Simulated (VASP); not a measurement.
Energy against volume of MgO (rock salt). Computed with HSEsol screened hybrid, VASP's PBE PAW potentials (set 64) (plane waves; VASP 6.6.1). Settings: 520 eV cut-off, 8×8×8 Γ-centred mesh, Gaussian smearing of 0.050 eV, potentials Mg O.

```tsv
V (Å³/atom)	E (eV/atom)
8.713	-7.34216
9.000	-7.35125
9.287	-7.34975
9.575	-7.33927
```

Fit these four points and predict the energy of the run at 9.862 Å³/atom.

A cubic in V^(−2/3), the third-order Birch-Murnaghan form, passes through the four points with V0 = 9.10 Å³/atom and B0 = 176 GPa, and gives -7.3213 eV/atom there. The run gave -7.3212 eV/atom, +0.1 meV/atom from the fit; all five points give B0 = 176 GPa.

The compound is MgO in the rock salt structure. It was relaxed first. The cell's shape comes from a PBE relaxation.
